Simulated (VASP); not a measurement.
Consider the following.

```xyz
4
Lattice="1.2548 -2.1734 0.0000 1.2548 2.1734 0.0000 0.0000 0.0000 7.1012" Properties=species:S:1:pos:R:3 pbc="T T T"
B      1.2548     0.7245     1.7753
B      1.2548    -0.7245     5.3259
N      1.2548    -0.7245     1.7753
N      1.2548     0.7245     5.3259
```

Method: PBE GGA, VASP's PBE PAW potentials (set 64) (plane waves; VASP 6.6.1). Settings: 600 eV cut-off, 10×10×4 Γ-centred mesh, Gaussian smearing of 0.050 eV, potentials B N.

Without a dispersion term in the relaxation, distances and binding between the weakly bound layers, chains or molecules are unreliable, and so is what depends on them.

### Question
Predict the energy per atom (σ→0), pressure.

### Answer

| Quantity | Value |
|---|---|
| energy per atom (σ→0) | -8.798 eV/atom |
| pressure | 1.02 GPa |

Total energies compare only between runs with the same potentials, cut-off and functional.

The compound is BN in the hex structure. It was relaxed first under an external pressure of 1 GPa.
